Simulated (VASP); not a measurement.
Input:

```yaml
crystal:
  lattice:
    - [2.26977, -3.93136, 0.00000]
    - [2.26977, 3.93136, 0.00000]
    - [0.00000, 0.00000, 7.38664]
  atoms:
    - { symbol: Mg, position: [0.66667, 0.33333, 0.49983] }
    - { symbol: Mg, position: [0.33333, 0.66667, 0.99983] }
    - { symbol: Te, position: [0.66667, 0.33333, 0.87617] }
    - { symbol: Te, position: [0.33333, 0.66667, 0.37617] }
```

These are PBE GGA with D3 dispersion (Becke-Johnson damping), VASP's PBE PAW potentials (set 64) (plane waves; VASP) values and carry that method's errors. Run with 520 eV cut-off, 6×6×3 Γ-centred mesh, Gaussian smearing of 0.050 eV, potentials Mg Te.

Unless said otherwise, spin-orbit coupling is left out, though it shifts the bands of the heavy elements here.

Q: Predict the energy per atom (σ→0), band gap (on the k-mesh) with the smallest direct gap where there is one.

A: 
| Quantity | Value |
|---|---|
| band gap (on the k-mesh) | 2.57 eV |
| smallest direct gap (on the k-mesh) | 2.57 eV |
| energy per atom (σ→0) | -3.493 eV/atom |

The absolute energy has meaning only against runs of the same code, potentials and settings.

The compound is MgTe in the wurtzite structure. It was relaxed first.
